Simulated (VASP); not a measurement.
Data:

```
CELL_PARAMETERS angstrom
      3.84180     0.00000     0.00000
     -1.92090     3.32710     0.00000
      0.00000     0.00000     6.74915
ATOMIC_POSITIONS crystal
  Ti 0.00000 0.00000 0.00000
  Te 0.66667 0.33333 0.74983
  Te 0.33333 0.66667 0.25017
```

Computed with LDA (Ceperley-Alder, Perdew-Zunger), VASP's LDA PAW potentials (set 64) (plane waves; VASP). Settings: 300 eV cut-off, 10×10×5 Γ-centred mesh, Gaussian smearing of 0.20 eV, potentials Ti_sv Te.

At this cut-off the stress carries a Pulay error, which pulls relaxed volumes low. Energy and stress use the plane-wave basis of the starting cell.

The ions, cell shape and volume are relaxed. What does this cell relax into?

```
CELL_PARAMETERS angstrom
      3.66717     0.00000     0.00000
     -1.83359     3.17586     0.00000
      0.00000     0.00000     6.31405
ATOMIC_POSITIONS crystal
  Ti 0.00000 0.00000 0.00000
  Te 0.66667 0.33333 0.72952
  Te 0.33333 0.66667 0.27048
```
Space group P-3m1 (164), at a tolerance of 0.03 Å.

How do energy and volume change from the first to the last step?

The energy (σ→0) changes by -69.8 meV/atom and the volume by -14.8 %, in 13 ionic steps.

```json
[
 {"step": "1", "E(σ→0) (eV)": "-18.1504", "max force (eV/Å)": "0.252", "pressure (GPa)": "-5.21", "volume (Å³)": "86.27"},
 {"step": "2", "E(σ→0) (eV)": "-18.2189", "max force (eV/Å)": "1.186", "pressure (GPa)": "4.30", "volume (Å³)": "75.12"},
 {"step": "3", "E(σ→0) (eV)": "-18.2764", "max force (eV/Å)": "0.552", "pressure (GPa)": "-0.14", "volume (Å³)": "79.35"},
 {"step": "4", "E(σ→0) (eV)": "-18.3041", "max force (eV/Å)": "0.417", "pressure (GPa)": "-0.15", "volume (Å³)": "78.24"},
 {"step": "5", "E(σ→0) (eV)": "-18.3268", "max force (eV/Å)": "0.131", "pressure (GPa)": "-0.09", "volume (Å³)": "76.09"},
 {"step": "6", "E(σ→0) (eV)": "-18.3387", "max force (eV/Å)": "0.104", "pressure (GPa)": "-0.15", "volume (Å³)": "75.50"},
 {"step": "7", "E(σ→0) (eV)": "-18.3593", "max force (eV/Å)": "0.002", "pressure (GPa)": "-0.05", "volume (Å³)": "73.68"},
 {"step": "8", "E(σ→0) (eV)": "-18.3596", "max force (eV/Å)": "0.028", "pressure (GPa)": "0.00", "volume (Å³)": "73.36"},
 {"step": "9", "E(σ→0) (eV)": "-18.3596", "max force (eV/Å)": "0.020", "pressure (GPa)": "-0.01", "volume (Å³)": "73.46"},
 {"step": "10", "E(σ→0) (eV)": "-18.3597", "max force (eV/Å)": "0.017", "pressure (GPa)": "0.09", "volume (Å³)": "73.47"},
 {"step": "11", "E(σ→0) (eV)": "-18.3597", "max force (eV/Å)": "0.004", "pressure (GPa)": "0.07", "volume (Å³)": "73.46"},
 {"step": "12", "E(σ→0) (eV)": "-18.3596", "max force (eV/Å)": "0.005", "pressure (GPa)": "-0.12", "volume (Å³)": "73.68"},
 {"step": "13", "E(σ→0) (eV)": "-18.3597", "max force (eV/Å)": "0.001", "pressure (GPa)": "0.00", "volume (Å³)": "73.54"}
]
```

The structure comes from a computed database's TiTe2 entry; how it stands against other phases isn't given here. This run relaxes it. Symmetry was kept, so distortions that lower it aren't found. The run is one of a series of settings (EDIFFG = -0.01, IBRION = 2, ISIF = 3, NSW = 50 against the base run), some of them coarse on purpose.
